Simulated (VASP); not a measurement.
Calculation: PBE GGA, VASP's PBE PAW potentials (set 64) (plane waves; VASP).

A VASP calculation is set up with these files.

**KPOINTS**
```
Automatic mesh
0
gamma
8 6 1
```

**INCAR**
```
SYSTEM = Ni3Si
PREC = Accurate; ENCUT = 300; LREAL = Auto
LASPH = .True.
EDIFF = 1E-6; NELM = 100; ALGO = Normal
LMAXMIX = 4
ISMEAR = 1; SIGMA = 0.1
GGA = PE
ISIF = 2
LWAVE = .False.; LCHARG = .False.
```

### POSCAR
```
Ni3Si
1
    3.5100000000     0.0000000000     0.0000000000
    0.0000000000     4.9638900000     0.0000000000
    0.0000000000     0.0000000000    24.6868000000
Si Ni
4 12
Direct
  0.0000000000   0.7857950000   0.3743300000
  0.0000000000   0.2857950000   0.4748650000
  0.0000000000   0.7857950000   0.5754050000
  0.0000000000   0.2857950000   0.6759400000
  0.5000000000   0.5357950000   0.3240600000
  0.5000000000   0.0357950000   0.3240600000
  0.0000000000   0.2857950000   0.3743300000
  0.5000000000   0.0357950000   0.4245990000
  0.5000000000   0.5357950000   0.4245990000
  0.0000000000   0.7857950000   0.4748650000
  0.5000000000   0.5357950000   0.5251350000
  0.5000000000   0.0357950000   0.5251350000
  0.0000000000   0.2857950000   0.5754050000
  0.5000000000   0.0357950000   0.6256700000
  0.5000000000   0.5357950000   0.6256700000
  0.0000000000   0.7857950000   0.6759400000
```

POTCAR, in this order: Si Ni (PBE.64 set). Program: vasp_std.

The cell holds a wide vacuum, so values per volume refer to the whole cell.

Question: Estimate the energy per atom (σ→0), largest force, band gap (on the k-mesh).

Answer: 
| Property | Value |
|---|---|
| energy per atom (σ→0) | -5.601 eV/atom |
| band gap (on the k-mesh) | none (metal, semimetal or under 0.01 eV) |
| largest force | 1.216 eV/Å |

OSZICAR:
```
...
DAV:  32    -0.896089060186E+02   -0.30943E-04   -0.50486E-06  2810   0.162E-02    0.506E-03
DAV:  33    -0.896089230550E+02   -0.17036E-04   -0.84283E-07  2027   0.871E-03    0.254E-03
DAV:  34    -0.896089390841E+02   -0.16029E-04   -0.98139E-07  2219   0.732E-03    0.319E-03
DAV:  35    -0.896089457285E+02   -0.66444E-05   -0.44070E-07  2003   0.570E-03    0.950E-04
DAV:  36    -0.896089493865E+02   -0.36580E-05   -0.24943E-07  1962   0.225E-03    0.994E-04
DAV:  37    -0.896089506820E+02   -0.12956E-05   -0.89250E-08  1929   0.184E-03    0.318E-04
DAV:  38    -0.896089511324E+02   -0.45031E-06   -0.37384E-08  1817   0.119E-03
   1 F= -.89608951E+02 E0= -.89608291E+02  d E =-.198014E-02
```

The cell is a sheet with vacuum, built from a generated structure. The run is not spin-polarised, so no magnetic state was tried.
